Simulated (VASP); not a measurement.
These are r2SCAN meta-GGA, VASP's PBE PAW potentials (set 64) (plane waves; VASP 6.6.1) values and carry that method's errors.

The input files of a VASP run:

**POSCAR**
```
Mg
1.0
  2.9870079715   0.0000000000   0.0000000000
  0.0000000000   2.9870079715   0.0000000000
  0.0000000000   0.0000000000   2.9870079715
Mg
1
Cart
  0.0000000000   0.0000000000   0.0000000000
```

KPOINTS:
```
Automatic mesh
0
Gamma
11 11 11
0 0 0
```

### INCAR
```
# general
SYSTEM   =  Mg
PREC     =  Accurate
ENCUT    =  400
LREAL    =  .False.
LASPH    =  .True.

# electronic loop
EDIFF    =  1E-6
NELM     =  100
ALGO     =  Normal
LMIXTAU  =  .True.

# smearing
ISMEAR   =  1
SIGMA    =  0.1

# functional
METAGGA  =  R2SCAN

# ions
IBRION   =  2
NSW      =  60
ISIF     =  3
EDIFFG   =  -0.01

# output
LWAVE    =  .False.
LCHARG   =  .False.
```

POTCAR, in this order: Mg (PBE.64 set). Program: vasp_std.

Output

OSZICAR:
```
       N       E                     dE             d eps       ncg     rms          rms(c)
DAV:   1    -0.313375038784E+01   -0.31338E+01   -0.63197E+02   585   0.210E+02
DAV:   2    -0.379988368496E+01   -0.66613E+00   -0.62215E+00   780   0.138E+01
DAV:   3    -0.380388358033E+01   -0.39999E-02   -0.39999E-02   750   0.127E+00
DAV:   4    -0.380389147810E+01   -0.78978E-05   -0.78979E-05   815   0.470E-02
DAV:   5    -0.380389149518E+01   -0.17086E-07   -0.17070E-07   735   0.148E-03    0.556E-01
DAV:   6    -0.366477892033E+01    0.13911E+00   -0.47274E-02   585   0.136E+00    0.372E-01
DAV:   7    -0.376915592580E+01   -0.10438E+00   -0.22466E-02   575   0.105E+00    0.444E-02
DAV:   8    -0.369263955751E+01    0.76516E-01   -0.25888E-02   575   0.685E-01    0.645E-02
DAV:   9    -0.369335011279E+01   -0.71056E-03   -0.73980E-04   660   0.182E-01    0.589E-02
DAV:  10    -0.369416677937E+01   -0.81667E-03   -0.47823E-04   630   0.130E-01    0.457E-02
DAV:  11    -0.369647653622E+01   -0.23098E-02   -0.13074E-03   610   0.227E-01    0.272E-02
DAV:  12    -0.369369735886E+01    0.27792E-02   -0.88947E-04   590   0.162E-01    0.143E-02
DAV:  13    -0.369381066823E+01   -0.11331E-03   -0.11599E-04   675   0.810E-02    0.771E-03
DAV:  14    -0.369380645725E+01    0.42110E-05   -0.44527E-06   625   0.231E-02    0.422E-03
DAV:  15    -0.369380867529E+01   -0.22180E-05   -0.54837E-07   645   0.795E-03    0.110E-03
DAV:  16    -0.369380973616E+01   -0.10609E-05   -0.57725E-07   580   0.493E-03    0.686E-04
DAV:  17    -0.369381054466E+01   -0.80850E-06   -0.27200E-07   320   0.455E-03
   1 F= -.36938105E+01 E0= -.36937101E+01  d E =-.369381E+01
```

File OUTCAR:
```
------------------------ aborting loop because EDIFF is reached ----------------------------------------
  FORCE on cell =-STRESS in cart. coord.  units (eV):
  Direction    XX          YY          ZZ          XY          YZ          ZX
  --------------------------------------------------------------------------------------
  Total        0.0010768      0.0010768      0.0010768      0.0000000     -0.0000000      0.0000000
  in kB        0.0647335      0.0647335      0.0647335      0.0000000     -0.0000000      0.0000000
  external PRESSURE =       0.0647335 kB  Pullay stress =       0.0000000 kB
  volume of cell :       26.65
      direct lattice vectors                 reciprocal lattice vectors
     2.987007972  0.000000000  0.000000000     0.334783171  0.000000000  0.000000000
     0.000000000  2.987007972  0.000000000     0.000000000  0.334783171  0.000000000
     0.000000000  0.000000000  2.987007972     0.000000000  0.000000000  0.334783171
 POSITION                                       TOTAL-FORCE (eV/Angst)
 -----------------------------------------------------------------------------------
      0.00000      0.00000      0.00000         0.000000      0.000000      0.000000
 -----------------------------------------------------------------------------------
    total drift:                               -0.000000      0.000000      0.000000
  FREE ENERGIE OF THE ION-ELECTRON SYSTEM (eV)
  ---------------------------------------------------
  free  energy   TOTEN  =        -3.6938105447 eV

  energy  without entropy=       -3.6935092315  energy(sigma->0) =       -3.69371011

 reached required accuracy - stopping structural energy minimisation
```
(Selected blocks of OUTCAR.)

The structure was generated: Mg was put into the simple-cubic type (Pm-3m), which need not be its known phase. It was relaxed first. The start is the result of an earlier pass.
